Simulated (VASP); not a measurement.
# A VASP study of SnO (Romarchite) (rev-vdW-DF2): structure first, properties next, part 5 of 5

Aim: relax SnO (Romarchite), then compute properties on the relaxed cell. The start is a cell from a database of measured crystal structures.

VASP 6.6.1; rev-vdW-DF2; plane waves and PAW (Sn_d, O).

So far, gap on the k-mesh (eV): step 2 (relaxing cell and atoms (rev-vdW-DF2)) 0.655; step 3 (second relaxation) 0.655; step 6 (density of states (rev-vdW-DF2)) 0.242; step 7 (optical spectrum (rev-vdW-DF2)) 0.242. The relaxed cell has a = 3.845, c = 4.862 Å (conventional setting).

## (8) Vibrations at Γ (rev-vdW-DF2) (continued)

Transverse limit, no LO-TO splitting. Modes at Γ, with each element's share of the kinetic energy:

```
mode  frequency (cm⁻¹)  symmetry  Sn %  O %
   1              -0.1  acoustic    88   12
   2              -0.1  acoustic    88   12
   3               0.0  acoustic    88   12
   4             110.8        Eg   100    0
   5             110.8        Eg   100    0
   6             205.4       A1g   100    0
   7             254.1        Eu    12   88
   8             254.1        Eu    12   88
   9             338.8        Bg     0  100
  10             366.9       A2u    12   88
  11             443.9        Eg     0  100
  12             443.9        Eg     0  100
```

Displacements in mode 5 (110.8 cm⁻¹), the largest set to 1:
```
Sn1 -1.00  0.47  0.00
Sn2  1.00 -0.47  0.00
O3  -0.13 -0.06  0.00
O4   0.13  0.06  0.00
```

Displacements in mode 12 (443.9 cm⁻¹), the largest set to 1:
```
Sn1  0.02  0.00  0.00
Sn2 -0.02  0.00  0.00
O3  -1.00  0.07  0.00
O4   1.00 -0.07  0.00
```

The three acoustic modes lie within 0.1 cm⁻¹ of zero, and all others are real. By the characters of their eigenvectors the optical modes sort into (cm⁻¹) Raman active: Eg 111, A1g 205, Bg 339, Eg 444; infrared active: Eu 254, A2u 367. B labels carry no number here, since it depends on the setting of the axes. With a centre of inversion no mode is active in both.

## (9) Band structure (rev-vdW-DF2), changed input

Levels along the symmetry lines show where the bands peak and cross; KPOINTS_OPT computes them in the converged potential. Some settings are moved from the usual, to see what they do.

Input file INCAR:

```
SYSTEM = SnO
PREC = Accurate
ENCUT = 700
EDIFF = 1E-06
NELM = 100
ISMEAR = 0
SIGMA = 0.05
LREAL = .FALSE.
ALGO = Normal
GGA = MK
AGGAC = 0
LUSE_VDW = .TRUE.
PARAM1 = 0.1234
PARAM2 = 0.711357
ZAB_VDW = -1.8867
LASPH = .TRUE.
NBANDS = 34
LORBIT = 11
LWAVE = .FALSE.
LCHARG = .FALSE.
KPAR = 4
```

Input file POSCAR:

```
SnO
1.0
    3.8453305450      0.0000000000      0.0000000000
    0.0000000000      3.8453305450      0.0000000000
    0.0000000000      0.0000000000      4.8623809990
Sn O
2 2
Direct
    0.5000000000      0.0000000000      0.2386411685
    0.0000000000      0.5000000000      0.7613588315
    0.0000000000      0.0000000000      0.0000000000
    0.5000000000      0.5000000000      0.0000000000
```

Input file KPOINTS:

```
Automatic mesh
0
Gamma
5 5 4
0 0 0
```

Input file KPOINTS_OPT:

```
Line mode
16
Line-mode
Reciprocal
  0.00000000   0.00000000   0.00000000 GAMMA
  0.00000000   0.50000000   0.00000000 X

  0.00000000   0.50000000   0.00000000 X
  0.50000000   0.50000000   0.00000000 M

  0.50000000   0.50000000   0.00000000 M
  0.00000000   0.00000000   0.00000000 GAMMA

  0.00000000   0.00000000   0.00000000 GAMMA
  0.00000000   0.00000000   0.50000000 Z

  0.00000000   0.00000000   0.50000000 Z
  0.00000000   0.50000000   0.50000000 R

  0.00000000   0.50000000   0.50000000 R
  0.50000000   0.50000000   0.50000000 A

  0.50000000   0.50000000   0.50000000 A
  0.00000000   0.00000000   0.50000000 Z

  0.00000000   0.50000000   0.00000000 X
  0.00000000   0.50000000   0.50000000 R

  0.50000000   0.50000000   0.00000000 M
  0.50000000   0.50000000   0.50000000 A
```

PAW data sets: Sn_d and O (PBE family, release 64).

The run is started by

```bash
mpirun -np 4 vasp_std
```

Log:

```text
[... set-up lines as in an earlier step ...]
 entering main loop
       N       E                     dE             d eps       ncg     rms          rms(c)
DAV:   1     0.467695403828E+03    0.46770E+03   -0.22200E+04  1346   0.213E+03
DAV:   2     0.582272925169E+02   -0.40947E+03   -0.38108E+03  1232   0.569E+02
DAV:   3    -0.148358499386E+02   -0.73063E+02   -0.71334E+02  1348   0.173E+02
DAV:   4    -0.182604780870E+02   -0.34246E+01   -0.34154E+01  1448   0.396E+01
DAV:   5    -0.183359280948E+02   -0.75450E-01   -0.75433E-01  1528   0.633E+00    0.117E+01
DAV:   6    -0.146309869710E+02    0.37049E+01   -0.14386E+01  1950   0.380E+01    0.503E+00
DAV:   7    -0.145769663077E+02    0.54021E-01   -0.20644E+00  1480   0.740E+00    0.244E+00
DAV:   8    -0.145526750534E+02    0.24291E-01   -0.26193E-01  1400   0.284E+00    0.746E-01
DAV:   9    -0.145462796679E+02    0.63954E-02   -0.29398E-02  1976   0.148E+00    0.241E-01
DAV:  10    -0.145472548273E+02   -0.97516E-03   -0.51391E-03  1660   0.574E-01    0.123E-01
DAV:  11    -0.145469630917E+02    0.29174E-03   -0.12052E-03  1890   0.279E-01    0.123E-02
DAV:  12    -0.145469808684E+02   -0.17777E-04   -0.15542E-04  1344   0.653E-02    0.152E-02
DAV:  13    -0.145469814208E+02   -0.55235E-06   -0.57120E-06  1560   0.166E-02
   1 F= -.14546981E+02 E0= -.14546981E+02  d E =-.110400E-17
 Start KPOINTS_OPT (optional k-point list driver)
k-point batch [1-18\144]
       N       E                     dE             ncg
DAV:   1     0.291887290635E+04   -0.92427E+04     1334
DAV:   2    -0.430013745324E+04   -0.72190E+04     1240
DAV:   3    -0.553524315416E+04   -0.12351E+04     1374
DAV:   4    -0.559544475112E+04   -0.60202E+02     1440
DAV:   5    -0.559676903194E+04   -0.13243E+01     1534
DAV:   6    -0.559682405253E+04   -0.55021E-01     1612
DAV:   7    -0.559682717029E+04   -0.31178E-02     1780
DAV:   8    -0.559682718494E+04   -0.14644E-04     1496
DAV:   9    -0.559682718513E+04   -0.19886E-06     1010
[...]
k-point batch [127-144\144]
       N       E                     dE             ncg
DAV:   1     0.284129006917E+04   -0.28095E+05     1368
DAV:   2    -0.425254062602E+04   -0.70938E+04     1232
DAV:   3    -0.551936773254E+04   -0.12668E+04     1416
DAV:   4    -0.557967857737E+04   -0.60311E+02     1440
DAV:   5    -0.558106328806E+04   -0.13847E+01     1544
DAV:   6    -0.558111763748E+04   -0.54349E-01     1506
DAV:   7    -0.558112124955E+04   -0.36121E-02     1814
DAV:   8    -0.558112126747E+04   -0.17915E-04     1350
DAV:   9    -0.558112126773E+04   -0.26546E-06      984
```

It took 82 s on 4 MPI ranks of Intel Xeon 6975P-C (Granite Rapids), shared host; peak memory 2.2 GiB.

OUTCAR, selected parts (step 9):

```text
   ENCUT  =  700.0 eV  51.45 Ry    7.17 a.u.   8.30  8.30 10.49*2*pi/ulx,y,z

   NELECT =      40.0000    total number of electrons

 E-fermi :   6.8693

 k-point     1 :       0.0000    0.0000    0.0000
  band No.  band energies     occupation
    ...
     16       0.6532      2.00000
     17       3.3656      2.00000
     18       3.6519      2.00000
     19       3.6519      2.00000
     20       6.5814      2.00000
     21       8.7024      0.00000
     22      11.0211      0.00000
     23      11.2597      0.00000
     24      11.2597      0.00000
     25      12.3064      0.00000
    ...

Total vdW correction in eV:      6.7770950

  Total       -0.0298526     -0.0298526     -0.0466550      0.0000000     -0.0000000      0.0000000
  in kB       -0.6652370     -0.6652370     -1.0396634      0.0000000     -0.0000000      0.0000000
  external PRESSURE =      -0.7900458 kB  Pullay stress =       0.0000000 kB

 POSITION                                       TOTAL-FORCE (eV/Angst)
 -----------------------------------------------------------------------------------
      1.92267      0.00000      1.16036         0.000000      0.000000     -0.001145
      0.00000      1.92267      3.70202         0.000000      0.000000      0.001145
      0.00000      0.00000      0.00000         0.000000     -0.000000      0.000000
      1.92267      1.92267      0.00000        -0.000000      0.000000      0.000000
 -----------------------------------------------------------------------------------
    total drift:                                0.000000      0.000000      0.000000

  FREE ENERGIE OF THE ION-ELECTRON SYSTEM (eV)
  ---------------------------------------------------
  free  energy   TOTEN  =       -14.5469814208 eV

  energy  without entropy=      -14.5469814208  energy(sigma->0) =      -14.54698142

Total vdW correction in eV:      6.7772341

[... 6 parts as in an earlier step ...]

[... 10 further parts left out ...]
```

Numbers from this step:

* bands: 34
* irreducible k-points: 18
* free energy (TOTEN): -14.55 eV
* Fermi energy: 6.869 eV
* pressure: -0.07900 GPa
* least gap on mesh and path: 0.2337 eV
* least direct gap on mesh and path: 2.061 eV
* valence top at k: 0.06667, 0.06667, 0
* least direct gap at k: 0, 0, 0.1333

Electronic bands along the path, in eV, zero at the valence-band top; v1 is the highest filled band, c1 the lowest empty one:

```
          point     v4     v3     v2     v1    c1    c2    c3    c4
              Γ  -3.22  -2.94  -2.94  -0.01  2.11  4.43  4.67  4.67
0.47 of the way  -3.80  -3.38  -3.28  -0.34  2.91  3.33  4.86  4.99
              X  -4.55  -4.55  -2.53  -2.53  3.21  3.21  5.84  5.84
0.47 of the way  -3.40  -3.40  -2.28  -2.28  2.10  2.10  4.89  4.89
              M  -2.29  -2.29  -1.83  -1.83  0.23  0.23  4.57  4.57
0.47 of the way  -4.23  -3.80  -2.53  -0.77  1.85  2.99  4.23  4.71
              Γ  -3.22  -2.94  -2.94  -0.01  2.11  4.43  4.67  4.67
0.47 of the way  -3.26  -2.95  -2.95  -0.51  1.72  3.64  3.64  4.30
              Z  -3.16  -2.96  -2.96  -2.00  1.71  3.00  3.00  3.66
0.53 of the way  -3.88  -3.51  -1.85  -1.48  1.47  2.98  3.72  5.95
              R  -4.52  -4.52  -1.61  -1.61  2.64  2.64  5.38  5.38
0.47 of the way  -3.18  -3.18  -1.95  -1.95  2.85  2.85  3.86  3.86
              A  -2.60  -2.60  -2.29  -2.29  2.49  2.49  4.08  4.08
0.47 of the way  -4.10  -2.53  -1.92  -1.88  1.86  2.74  3.75  5.34
              Z  -3.16  -2.96  -2.96  -2.00  1.71  3.00  3.00  3.66
      jump to X  -4.55  -4.55  -2.53  -2.53  3.21  3.21  5.84  5.84
0.47 of the way  -4.54  -4.54  -2.08  -2.08  2.94  2.94  5.62  5.62
              R  -4.52  -4.52  -1.61  -1.61  2.64  2.64  5.38  5.38
      jump to M  -2.29  -2.29  -1.83  -1.83  0.23  0.23  4.57  4.57
0.47 of the way  -2.29  -2.29  -2.20  -2.20  0.98  0.98  5.10  5.10
              A  -2.60  -2.60  -2.29  -2.29  2.49  2.49  4.08  4.08
```

Of the projections kept (Sn, O), the largest for each band there; the rest of the weight can lie on other orbitals:

```csv
point,v4,v3,v2,v1,c1,c2,c3,c4
Γ,O 0.92,O 0.89,O 0.89,Sn 0.57,Sn 0.79,Sn 0.93,Sn 0.72,Sn 0.72
X,O 0.79,O 0.79,Sn 0.55,Sn 0.55,Sn 0.62,Sn 0.62,Sn 0.81,Sn 0.81
M,O 0.96,O 0.96,Sn 0.73,Sn 0.73,Sn 0.86,Sn 0.86,Sn 0.92,Sn 0.92
Γ,O 0.92,O 0.89,O 0.89,Sn 0.57,Sn 0.79,Sn 0.93,Sn 0.72,Sn 0.72
Z,Sn 0.82,O 0.88,O 0.88,O 0.70,Sn 0.91,Sn 0.93,Sn 0.93,Sn 0.89
R,O 0.80,O 0.80,O 0.58,O 0.58,O 0.51,O 0.51,Sn 0.88,Sn 0.88
```

Against the sound run “Bands along the symmetry lines (rev-vdW-DF2)”, the energy at zero smearing moves by -2.2 meV an atom, the pressure by -0.06 GPa and the gap by +0.00 eV.

## (10) Outcome

```yaml
relaxed_volume: 17.97 Å³/atom
relaxed_conventional_cell_a_b_c: 3.845, 3.845, 4.862 Å
space_group_after_relaxing_within_0p02_a: P4/nmm (No. 129)
band_gap: 0.233 eV, indirect (least direct gap of that run 2.06 eV)
gap_among_the_points_of_the_dos_mesh_alone_an_upper_bound: 0.242 eV
strongest_peak_of_eps_2_mean_over_directions: 3.09 eV
eps_1_at_zero_frequency_no_local_fields_mean: 8.05
highest_zone_centre_mode: 444 cm⁻¹
```

What this shows: With rev-vdW-DF2, SnO (Romarchite) relaxes to 17.97 Å³/atom in space group P4/nmm (held by the symmetry of the run) and has an indirect gap of 0.233 eV. Against the listed cell the volume lies +2.9 % (a +1.2 %, c +0.4 %). Bands along the symmetry lines (rev-vdW-DF2): The path shows an indirect gap of 0.23 eV (valence top between M and Γ, conduction bottom at M). The least direct gap is 2.06 eV. Vibrations at Γ (rev-vdW-DF2): The highest mode in this list at Γ, 443.9 cm⁻¹, is mostly motion of O (100 % of the kinetic energy). Band structure (rev-vdW-DF2), changed input: The path shows an indirect gap of 0.23 eV (valence top between M and Γ, conduction bottom at M). The least direct gap is 2.06 eV. Spin-orbit coupling is left out, and with elements this heavy it would split and shift bands near the edges, and it can change the kind of a small gap. Modes at Γ alone can't show that the crystal is stable at other wave vectors, and the LO-TO splitting is not included. No search among competing phases was made, and a listed structure need not be the one stable at ambient conditions. All values are for a static lattice at zero temperature.

[Lines on the potential files, build, host, timing and source positions are cut from VASP's logs without a mark.]

[Logs are printed without paths, hosts, clocks, repeated set-up lines and the standing remarks that a program may print on its own settings, such as how far it seeks lower states.]

[Hosts, paths, dates, database ids (printed as entryN), source tags and the programs' standing remarks are cut or masked in the printed files.]

[A measured line is paired with the nearest computed mode of its activity, which favours agreement.]
